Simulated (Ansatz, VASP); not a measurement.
# Cu2Mo: VASP beside Ansatz, part 2 of 2

One calculation is typed for both programs; each brings its own data sets. How far apart do they land? The cell is taken from a series of runs on this material, whose earlier steps may have relaxed, scaled, displaced or heated it; both programs get it as it stands.

VASP 6.6.1 and Ansatz 0.2.0.

So far: The structure; VASP: relaxation of cell and atoms, PBEsol.

## Step 3: Ansatz: relaxation of cell and atoms, PBEsol

Level of this step: Ansatz beside VASP: Kohn-Sham DFT, plane waves, PBEsol (Ansatz).

Ansatz runs on its PAW soft_1 files.

The same cell, functional, mesh and smearing now go to Ansatz, which takes its cutoff from its data sets.

Input file input.yaml:

```yaml
crystal:
  lattice:
    - [0.0, 3.355, 3.355]
    - [3.355, 0.0, 3.355]
    - [3.355, 3.355, 0.0]
  atoms:
    - { symbol: Mo, position: [0.25, 0.25, 0.25], spin: 1.0 }
    - { symbol: Mo, position: [0.0, 0.0, 0.0], spin: 1.0 }
    - { symbol: Cu, position: [0.625, 0.125, 0.625], spin: 0.6 }
    - { symbol: Cu, position: [0.625, 0.625, 0.125], spin: 0.6 }
    - { symbol: Cu, position: [0.125, 0.625, 0.625], spin: 0.6 }
    - { symbol: Cu, position: [0.625, 0.625, 0.625], spin: 0.6 }
magnetization:
  spin_polarized: true
kpoints:
  mp_grid: { grid: [7, 7, 7] }
scf:
  occupations: { method: fermi_dirac, width: 0.05 }
hamiltonian:
  xc: pbesol
  pseudopotentials: { kind: paw, azcp: { folder: soft_1 }, xc_functional: pbe }
relax:
  f_tol: 0.015
  max_steps: 70
  cell: {}
output:
  forces: true
  stress: true
```

Started as:

```
ansatz run input.yaml --threads 4 --pin off --max-ram 10240MiB --backend cpu --events-out ev --progress --plain --runs-dir out
```

Numbers of over 12 decimals in the logs are rounded to 6 here.

The program printed:

```text
Engine: ansatz 0.2.0, aarch64-unknown-linux-gnu
Pseudopotentials: kind: paw
Pseudopotential: Mo, paw, valence charge 14, recommended cutoff 420 eV (normal), soft_1/Mo.paw.azcp
Pseudopotential: Cu, paw, valence charge 19, recommended cutoff 420 eV (normal), soft_1/Cu.paw.azcp
Functional definition: PBEsol
  exchange = pbesol_x
  correlation = pbesol_c
Crystal: 6 atoms, lattice volume = 75.528 Å³
Basis set: ecut = 420 eV, 1459 PW (Γ), exchange–correlation on 64×64×64 points (8 copies of the dense FFT grid, shifted against one another)
Bands: 66, of which v1, the nominal top of the filled ones, is band 52 counted from 1 (51 counted from 0)
Symmetry: 48 space group operations
Space group: Fd-3m (ITA 227), of the structure as read, at distance tolerance 4.2e-5 Å
Magnetic group: BNS 227.128 (UNI 1630), of the structure as read, at distance tolerance 4.2e-5 Å
k-points: 20 of 343
Non-local potential: Mo, projectors of the file, l = 0: 3, l = 1: 2, l = 2: 2, l = 3: 1
Non-local potential: Cu, projectors of the file, l = 0: 3, l = 1: 2, l = 2: 3, l = 3: 1
PAW form: soft (Blöchl's): semilocal exchange-correlation on the pseudo side does not see the compensation charge
PAW frozen core: Mo, regenerated for the run's functional, and the local potential with it (the file was generated under x = pbe(κ = 0.804, μ = 0.219515), c = pbe(β = 0.066725))
PAW frozen core: Cu, regenerated for the run's functional, and the local potential with it (the file was generated under x = pbe(κ = 0.804, μ = 0.219515), c = pbe(β = 0.066725))
PAW one-centre angular grid: Mo, 590 points (default); XC on 64 Gauss nodes
PAW one-centre angular grid: Cu, 590 points (default); XC on 64 Gauss nodes
Initial density: superposition of atomic densities (chi_scale 0.1, normalization cell)
Starting moments: Σ|m| = 4.4 μB on 6 of 6 sites
Initial wavefunctions: pseudopotential atomic-orbital guess
Functional: x = pbesol(κ = 0.804, μ = 0.123457), c = pbesol(β = 0.046)
SCF iter   1: F=—  HF=-36156.807038 eV  |F-HF|=—  |Δ(HF+E_count)|=         —  Δρ=1.72e-1 (↑1.65e-1 ↓1.72e-1)  dr2=5.45e1  dr2_m=3.22e-1  M=1.569 μB ∫|m|=1.580 μB  β_m=0.30  ethr=3.10e-3  ⟨swp⟩=5.2  Hψ=8159  notcnv=0  defer=12
Mixer restart at iter 1: flushing history
preconditioner: auto → Kerker (q_TF=auto, 2.878 Å⁻¹)  [metal: Δε(μ)=0.019 eV  Ē_g=8.137 eV  σ=0.050 eV  W_gap=0.09  n_scr=26 (ndim 8)  ℏωp=32.0 eV  f_vac=0.000  D(μ)=6.35/eV (n_scr^D=64)]
spin=Collinear: Kerker preconditioning applied to the charge; magnetization (m = ρ↑ − ρ↓) channel mixes plain (no charge-response kernel on spin).
SCF iter   2: F=—  HF=-36150.394090 eV  |F-HF|=—  |Δ(HF+E_count)|=    6.41e0  Δρ=3.83e-2 (↑3.83e-2 ↓3.23e-2)  dr2=2.89e0  dr2_m=1.78e-1  M=1.422 μB ∫|m|=1.423 μB  β_m=0.30  ethr=3.10e-3  ⟨swp⟩=2.5  Hψ=5658  notcnv=0  defer=193
SCF iter   3: F=—  HF=-36149.500191 eV  |F-HF|=—  |Δ(HF+E_count)|=   8.94e-1  Δρ=3.77e-2 (↑3.77e-2 ↓3.31e-2)  dr2=2.87e0  dr2_m=1.15e-1  M=1.178 μB ∫|m|=1.180 μB  β_m=0.46  ethr=2.78e-3  ⟨swp⟩=2.0  Hψ=4327  notcnv=0  defer=266
SCF iter   4: F=—  HF=-36148.796880 eV  |F-HF|=—  |Δ(HF+E_count)|=   7.03e-1  Δρ=1.12e-2 (↑1.12e-2 ↓1.01e-2)  dr2=1.23e-1  dr2_m=2.04e-2  M=0.593 μB ∫|m|=0.597 μB  β_m=0.73  ethr=2.76e-3  ⟨swp⟩=2.3  Hψ=4083  notcnv=0  defer=266
SCF iter   5: F=—  HF=-36148.997224 eV  |F-HF|=—  |Δ(HF+E_count)|=         —  Δρ=6.99e-3 (↑6.89e-3 ↓6.99e-3)  dr2=5.16e-2  dr2_m=1.43e-2  M=0.101 μB ∫|m|=0.102 μB  β_m=0.73  ethr=1.18e-4  ⟨swp⟩=2.0  Hψ=4394  notcnv=0  defer=266
Mixer restart at iter 5: flushing history
SCF iter   6: F=—  HF=-36148.998365 eV  |F-HF|=—  |Δ(HF+E_count)|=   1.14e-3  Δρ=4.74e-3 (↑4.74e-3 ↓4.02e-3)  dr2=2.57e-2  dr2_m=2.26e-3  M=0.042 μB ∫|m|=0.043 μB  β_m=0.68  ethr=4.96e-5  ⟨swp⟩=2.0  Hψ=4028  notcnv=0  defer=266
SCF iter   7: F=—  HF=-36148.998003 eV  |F-HF|=—  |Δ(HF+E_count)|=   3.62e-4  Δρ=4.98e-3 (↑4.58e-3 ↓4.98e-3)  dr2=3.99e-2  dr2_m=7.87e-4  M=0.029 μB ∫|m|=0.029 μB  β_m=0.54  ethr=2.47e-5  ⟨swp⟩=2.0  Hψ=5044  notcnv=0  defer=266
SCF iter   8: F=—  HF=-36148.989802 eV  |F-HF|=—  |Δ(HF+E_count)|=   8.20e-3  Δρ=5.61e-4 (↑5.61e-4 ↓4.41e-4)  dr2=2.29e-4  dr2_m=6.83e-5  M=0.010 μB ∫|m|=0.011 μB  β_m=0.77  ethr=2.47e-5  ⟨swp⟩=2.0  Hψ=4037  notcnv=0  defer=266
[...]
spin=Collinear: Kerker preconditioning applied to the charge; magnetization (m = ρ↑ − ρ↓) channel mixes plain (no charge-response kernel on spin).
[...]
the starting moments were not kept: the SCF closed with an absolute magnetisation of 1.1e-7 μB, where they sum to 4.4 μB in size (6 sites). That is at most 0.1 of that sum. Measured as dr2_m measures the in/out step, that magnetisation stands 1.7e-15 eV from none, at or under the dr2_threshold of 1.6e-7 eV: it is no larger than a step whose dr2_m would equal this threshold.
SCF 3 converged in 9 iterations: F = -36148.997182 eV  dr2 = 8.79e-9
  greatest PAW one-centre occupation: 1.000 electrons in one spin orbital (limit 2), on the Cu atom at site 3 (counted from 0), in its partial waves of l = 0
relax step   3: F+E_penalty+E_count = -36148.99718205 eV  Δ(F+E_penalty+E_count) = -1.060e-4 eV  max|allowed force component| = 3.961e-17 eV/Å  Δτ_max = 0.0000 Å  P = +0.006 GPa  Ω = 74.674 Å³  energy of the carried Pulay correction = +3.861e-4 eV  (9 SCF iters, dr2 threshold 1.59e-7 eV, accepted)
Initial wavefunctions: pseudopotential atomic-orbital guess (no wavefunctions were taken with the density)
iter 1 solved again at ethr=4.90e-8 eV; its pass at ethr=3.10e-3 eV (dr2=5.10e-5 eV) is discarded
SCF iter   1: F=—  HF=-36148.996770 eV  |F-HF|=—  |Δ(HF+E_count)|=         —  Δρ=8.66e-6 (↑8.66e-6 ↓8.66e-6)  dr2=3.37e-8  dr2_m=2.39e-14  M=-0.000 μB ∫|m|=0.000 μB  β_m=0.65  ethr=4.90e-8  ⟨swp⟩=3.0  Hψ=15398  notcnv=0
preconditioner: auto → Kerker (q_TF=auto, 2.634 Å⁻¹)  [metal: Δε(μ)=0.090 eV  Ē_g=14.471 eV  σ=0.050 eV  W_gap=0.38  n_scr=14 (ndim 8)  ℏωp=35.4 eV  f_vac=0.000  D(μ)=4.11/eV (n_scr^D=50)]
spin=Collinear: Kerker preconditioning applied to the charge; magnetization (m = ρ↑ − ρ↓) channel mixes plain (no charge-response kernel on spin).
SCF iter   2: F=—  HF=-36148.996770 eV  |F-HF|=—  |Δ(HF+E_count)|=   1.18e-7  Δρ=2.44e-5 (↑2.44e-5 ↓2.44e-5)  dr2=1.08e-6  dr2_m=1.06e-14  M=-0.000 μB ∫|m|=0.000 μB  β_m=0.30  ethr=3.24e-11  ⟨swp⟩=2.0  Hψ=4754  notcnv=0
SCF iter   3: F=—  HF=-36148.996770 eV  |F-HF|=—  |Δ(HF+E_count)|=   1.39e-7  Δρ=5.20e-6 (↑5.20e-6 ↓5.20e-6)  dr2=4.78e-8  dr2_m=6.73e-15  M=-0.000 μB ∫|m|=0.000 μB  β_m=0.39  ethr=3.24e-11  ⟨swp⟩=2.0  Hψ=4754  notcnv=0
SCF iter   4: F=—  HF=-36148.996770 eV  |F-HF|=—  |Δ(HF+E_count)|=   2.18e-8  Δρ=1.54e-6 (↑1.54e-6 ↓1.54e-6)  dr2=1.94e-9  dr2_m=5.09e-16  M=-0.000 μB ∫|m|=0.000 μB  β_m=0.65  ethr=3.24e-11  ⟨swp⟩=2.5  Hψ=4595  notcnv=0
SCF iter   5: F=—  HF=-36148.996770 eV  |F-HF|=—  |Δ(HF+E_count)|=   9.38e-9  Δρ=5.71e-7 (↑5.71e-7 ↓5.70e-7)  dr2=5.40e-10  dr2_m=2.42e-15  M=-0.000 μB ∫|m|=0.000 μB  β_m=0.83  ethr=1.87e-12  ⟨swp⟩=2.0  Hψ=4746  notcnv=0
SCF iter   6: F=—  HF=-36148.996770 eV  |F-HF|=—  |Δ(HF+E_count)|=   1.86e-9  Δρ=4.41e-7 (↑4.41e-7 ↓4.40e-7)  dr2=7.93e-10  dr2_m=3.11e-16  M=-0.000 μB ∫|m|=0.000 μB  β_m=0.91  ethr=1.00e-12  ⟨swp⟩=2.0  Hψ=3764  notcnv=0
SCF iter   7: F=—  HF=-36148.996770 eV  |F-HF|=—  |Δ(HF+E_count)|=  2.62e-10  Δρ=3.13e-7 (↑3.13e-7 ↓3.12e-7)  dr2=2.20e-10  dr2_m=1.51e-16  M=-0.000 μB ∫|m|=0.000 μB  β_m=0.90  ethr=1.00e-12  ⟨swp⟩=2.0  Hψ=3598  notcnv=0
SCF iter   8: F=—  HF=-36148.996770 eV  |F-HF|=—  |Δ(HF+E_count)|=  4.37e-11  Δρ=4.87e-8 (↑4.86e-8 ↓4.87e-8)  dr2=4.19e-12  dr2_m=1.20e-18  M=0.000 μB ∫|m|=0.000 μB  β_m=0.95  ethr=1.00e-12  ⟨swp⟩=1.1  Hψ=2644  notcnv=0
SCF iter   9: F=-36148.996770 eV  HF=-36148.996770 eV  |F-HF|=1.46e-11  |Δ(HF+E_count)|=  1.46e-11  Δρ=6.08e-8 (↑6.08e-8 ↓6.08e-8)  dr2=2.04e-11  dr2_m=1.67e-19  M=0.000 μB ∫|m|=0.000 μB  ethr=1.00e-12  ⟨swp⟩=2.0  Hψ=6728  notcnv=0
the starting moments were not kept: the SCF closed with an absolute magnetisation of 2.0e-10 μB, where they sum to 4.4 μB in size (6 sites). That is at most 0.1 of that sum. Measured as dr2_m measures the in/out step, that magnetisation stands 0 eV from none, at or under the dr2_threshold of 6.0e-11 eV: it is no larger than a step whose dr2_m would equal this threshold.
SCF 4 converged in 9 iterations: F = -36148.996770 eV  dr2 = 2.04e-11
relax step   4: F+E_penalty+E_count = -36148.99676986 eV  Δ(F+E_penalty+E_count) = +4.122e-4 eV  max|allowed force component| = 3.759e-17 eV/Å  Δτ_max = 0.0000 Å  P = +0.007 GPa  Ω = 74.674 Å³  stress off target by 7.43e-3 GPa  SCF on the basis re-selected at this cell (its energy is not comparable with the rows above)  (9 SCF iters)
basis re-selected at this cell: Δ(F+E_penalty+E_count) = +4.122e-4 eV, ΔP = +0.002 GPa vs the last step (what re-selecting the basis moved, of the pressure what is left beyond the Pulay correction that the steps carried, after the strain that the cell walked since its last selection, with what the two solves' SCF thresholds leave and, on support functions, any second-order correction that the steps lacked; it is no m [...]
SCF converged after 9 iterations
Magnetization: 0.0000 μB (52.0000 up, 52.0000 down)
Absolute magnetization: 0.0000 μB (∫|ρ↑−ρ↓|, with the PAW one-centre terms)
Spin contamination: 0.0000 ħ² per cell (⟨S²⟩ above its minimum at these occupations)
Per-site moments (μB) at R_I (Å): [(3.488473890287948e-11, 1.143159), (3.4884096573613074e-11, 1.143159), (2.544383709834101e-11, 0.974889), (2.544379011908745e-11, 0.974889), (2.5443907613488843e-11, 0.974889), (2.5443599967000442e-11, 0.974889)]
Free energy (F): -36148.996770 eV
Harris-Foulkes:  -36148.996770 eV  (|F-HF|=1.46e-11)
Internal energy: -36148.960265 eV  (E = F + TS)
E sigma→0 (E₀):  -36148.978517 eV
Entropy (-TS):   -0.036505 eV (-6.084 meV/atom)
Fermi energy:    18.872585 eV
--- Per-component energies (eV) ---
  E_band       = -1441.261283
  E_kinetic    = 1897.539892
  E_local      = -20688.229461  (includes V_loc(G=0)·N_el)
  E_nonlocal   = 3844.147136
  E_hartree    = 8778.604926
  E_xc         = -629.332192
  E_vxc        = -800.021695  (∫ρ·V_xc dr)
  E_paw        = -13407.276795  (= ΣΔE_a)
  E_vpaw       = -3251.910711  (= ΣTr[D̂ρ^β])
  E_aug_tail   = 0.003320  (compensation charges beyond the density's cutoff)
  E_ewald      = -15945.660501
  E_core_change = 1.243411  (= ΣΔE_core)
  E_smearing   = -0.036505  (= −TS)
  E_closure    = 0.000000  (closes the sum)
  Σ components = -36148.996770   (vs F -36148.996770, Δ=0.00e0)
--- Forces (eV/Å), atoms counted from 1 ---
  atom   1  Mo     0.00000000     0.00000000     0.00000000
  atom   2  Mo    -0.00000000    -0.00000000    -0.00000000
  atom   3  Cu     0.00000000    -0.00000000     0.00000000
  atom   4  Cu     0.00000000    -0.00000000     0.00000000
  atom   5  Cu     0.00000000    -0.00000000     0.00000000
  atom   6  Cu     0.00000000    -0.00000000    -0.00000000
  max |Σ_I F_I| component: 3.47e-18 eV/Å
--- Stress (GPa, compression-positive) ---
        0.007435       0.000000       0.000000
        0.000000       0.007435      -0.000000
        0.000000      -0.000000       0.007435
  P = ⅓ Tr σ = 0.0074 GPa (0.074 kbar)
--- Relaxed structure (3 steps of the walk, 3 accepted, 1 SCFs on fresh bases) ---
  F+E_penalty+E_count = -36148.99676986 eV   max|allowed force component| = 3.759e-17 eV/Å   (the final SCF, on the basis selected at the relaxed cell)
  cell:  # Å, volume = 74.6740 Å³
    - [0, 3.342307, 3.342307]
    - [3.342307, 0, 3.342307]
    - [3.342307, 3.342307, 0]
  atoms:
    - { symbol: Mo, position: [0.25, 0.25, 0.25] }
    - { symbol: Mo, position: [0, 0, 0] }
    - { symbol: Cu, position: [0.625, 0.125, 0.625] }
    - { symbol: Cu, position: [0.625, 0.625, 0.125] }
    - { symbol: Cu, position: [0.125, 0.625, 0.625] }
    - { symbol: Cu, position: [0.625, 0.625, 0.625] }
```

Reading the cycles: dr2 is the Hartree energy of the density residual (eV), the measure of convergence; HF is the Harris–Foulkes estimate of the energy, which meets the free energy F at convergence.

## Step 4: Differences

Known differences besides the potentials themselves: the data sets hold 104 valence electrons in Ansatz (on its PAW soft_1 files) and 72 in VASP; the cutoff is 420 eV in Ansatz and 600 eV in VASP; Ansatz makes its cores anew for this functional, VASP keeps those of its PBE data sets; Ansatz adds a Pulay correction to the stress that steers its cell, VASP none. Total energies have different zeros and are not compared.

Both answers:

```
                                         quantity  Ansatz   VASP  difference
                                      volume (Å³)   74.67  74.88     -0.28 %
edge a after relaxation, in the typed setting (Å)   4.727  4.731     -0.10 %
```

## Step 5: Summary of results

- difference in volume (relaxation of cell and atoms, PBEsol): -0.28 %

What this shows: The difference in volume is -0.28 % (relaxation of cell and atoms, PBEsol), within the 1.2 % picked in this series as the mark of a large difference, as far as the stopping tolerances let one tell. The data sets hold unlike numbers of valence electrons (104 in Ansatz and 72 in VASP), so part of the differences comes from the potentials. How closely two codes agree says nothing of how well the functional describes the real material.

[Lines on the potential files, build, host, timing and source positions are cut from VASP's logs without a mark.]

[Logs are printed without paths, hosts, clocks, repeated set-up lines and the standing remarks that a program may print on its own settings, such as how far it seeks lower states.]

[Hosts, paths, dates, database ids (printed as entryN), source tags and the programs' standing remarks are cut or masked in the printed files.]
